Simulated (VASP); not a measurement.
Output of a VASP run:

**OSZICAR**
```
       N       E                     dE             d eps       ncg     rms          rms(c)
DAV:   1     0.472410801458E+02    0.47241E+02   -0.91468E+03  2288   0.149E+03
DAV:   2    -0.230357196781E+02   -0.70277E+02   -0.66077E+02  3082   0.292E+02
DAV:   3    -0.256760001546E+02   -0.26403E+01   -0.26157E+01  2992   0.497E+01
DAV:   4    -0.257020989257E+02   -0.26099E-01   -0.25985E-01  2809   0.476E+00
DAV:   5    -0.257025982809E+02   -0.49936E-03   -0.49899E-03  2982   0.483E-01    0.558E+01
DAV:   6    -0.230501057991E+02    0.26525E+01   -0.13505E+01  2733   0.282E+01    0.445E+01
DAV:   7    -0.229909322315E+02    0.59174E-01   -0.64298E-01  2609   0.747E+00    0.264E+01
DAV:   8    -0.229774213237E+02    0.13511E-01   -0.85769E-02  2715   0.299E+00    0.544E+00
DAV:   9    -0.229702555546E+02    0.71658E-02   -0.39001E-02  2738   0.149E+00    0.178E+00
DAV:  10    -0.229698239830E+02    0.43157E-03   -0.18954E-03  2697   0.402E-01    0.229E-01
DAV:  11    -0.229698286553E+02   -0.46724E-05   -0.14768E-04  2908   0.121E-01    0.440E-02
DAV:  12    -0.229698260062E+02    0.26491E-05   -0.11316E-05  2678   0.334E-02    0.340E-02
DAV:  13    -0.229698257725E+02    0.23375E-06   -0.57679E-07  1455   0.907E-03
   1 F= -.21601803E+02 E0= -.21601629E+02  d E =-.216018E+02
```

**OUTCAR**
```
------------------------ aborting loop because EDIFF is reached ----------------------------------------
  FORCE on cell =-STRESS in cart. coord.  units (eV):
  Direction    XX          YY          ZZ          XY          YZ          ZX
  --------------------------------------------------------------------------------------
  Total        1.3600950      1.3600950      1.3600950     -0.0000000      0.0000000      0.0000000
  in kB       99.4205259     99.4205259     99.4205259     -0.0000000      0.0000000      0.0000000
  external PRESSURE =      -0.5794741 kB  Pullay stress =     100.0000000 kB
  volume of cell :       21.92
      direct lattice vectors                 reciprocal lattice vectors
     0.000000000  2.221218374  2.221218374    -0.225101686  0.225101686  0.225101686
     2.221218374  0.000000000  2.221218374     0.225101686 -0.225101686  0.225101686
     2.221218374  2.221218374  0.000000000     0.225101686  0.225101686 -0.225101686
 POSITION                                       TOTAL-FORCE (eV/Angst)
 -----------------------------------------------------------------------------------
      0.00000      0.00000      0.00000         0.000000     -0.000000      0.000000
      2.22122      2.22122      2.22122        -0.000000      0.000000     -0.000000
 -----------------------------------------------------------------------------------
    total drift:                                0.000000      0.000000      0.000000
  FREE ENERGIE OF THE ION-ELECTRON SYSTEM (eV)
  ---------------------------------------------------
  free  energy   TOTEN  =       -22.9698257725 eV

  energy  without entropy=      -22.9693011435  energy(sigma->0) =      -22.96965090
  enthalpy is  TOTEN    =       -21.6018034451 eV   P V=        1.3680223273

 reached required accuracy - stopping structural energy minimisation
```
(Selected blocks of OUTCAR.)

**POSCAR**
```
HfN
1
    0.0000000000     2.2212183745     2.2212183745
    2.2212183745     0.0000000000     2.2212183745
    2.2212183745     2.2212183745     0.0000000000
Hf N
1 1
Direct
  0.0000000000   0.0000000000   0.0000000000
  0.5000000000   0.5000000000   0.5000000000
```

Reconstruct the remaining input files.

One answer among several that fit: the input of the run itself, PBEsol GGA, plane waves, VASP's PBE PAW potentials (set 64).

**INCAR**
```
! general
SYSTEM  = HfN
PREC    = Accurate
ENCUT   = 620   ! plane-wave cut-off (eV)
LREAL   = .False.   ! projection in real space or not
LASPH   = .True.

! electronic loop
EDIFF   = 1E-6   ! SCF stop (eV)
NELM    = 100   ! most electronic steps
ALGO    = Normal   ! blocked Davidson
LMAXMIX = 6   ! l cut-off of mixed one-centre charges

! smearing
ISMEAR  = 1
SIGMA   = 0.1

! functional
GGA     = PS   ! PBEsol

! ions
IBRION  = 2   ! conjugate gradients
NSW     = 40   ! most ionic steps
ISIF    = 3
EDIFFG  = -0.02   ! ionic stop
PSTRESS = 100

! output
LWAVE   = .False.
LCHARG  = .False.
```

### KPOINTS
```
Regular mesh
0
Gamma
14 14 14
```

POTCAR, in this order: Hf_pv N (PBE.64 set). Program: vasp_std.

The compound is HfN in the rock salt structure. It was relaxed first under an external pressure of 10 GPa. The electron count is odd and the run is not spin-polarised, which forces a metal.
